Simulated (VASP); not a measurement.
Here is the system:

```
GdN
1.0
    0.00000     2.50382     2.50382
    2.50382     0.00000     2.50382
    2.50382     2.50382     0.00000
Gd N
1 1
Cartesian
  0.00000   0.00000   0.00000
  2.50382   2.50382   2.50382
```

All values below come from revPBE GGA, VASP's PBE PAW potentials (set 64) (plane waves; VASP). Numerical set-up: 520 eV cut-off, Gaussian smearing of 0.050 eV, potentials Gd_3 N.

The 4f electrons are frozen in the core of the lanthanide potential, so 4f levels, which can set the real gap, and their magnetism are missing.

Problem. Predict the band gap (along the path) with the smallest direct gap where there is one.

Solution. 
```
Property                               Result
------------------------------------  -------
band gap (along the path)             0.05 eV
smallest direct gap (along the path)  0.32 eV
```

Only differences to runs with the same potentials and settings are physical.

The compound is GdN in the rock salt structure. It was relaxed first.
